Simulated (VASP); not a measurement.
Energy against volume of ZnS (wurtzite). Method: AM05 GGA, VASP's PBE PAW potentials (set 64) (plane waves; VASP). Run with 520 eV cut-off, 7×7×4 Γ-centred mesh, Gaussian smearing of 0.050 eV, potentials Zn S.

Shape and ions are relaxed at each volume.

```
V (Å³/atom)  E (eV/atom)
-----------  -----------
18.840          -3.56358
19.423          -3.56797
20.005          -3.56415
20.588          -3.55333
```

Problem. Fit these four points and predict the energy of the run at 18.257 Å³/atom.

Solution. A cubic in V^(−2/3), the third-order Birch-Murnaghan form, passes through the four points with V0 = 19.43 Å³/atom and B0 = 75 GPa, and gives -3.5495 eV/atom there. The run gave -3.5496 eV/atom, -0.0 meV/atom from the fit; all five points give B0 = 75 GPa.

The compound is ZnS in the wurtzite structure, the high-temperature form. It was relaxed first.
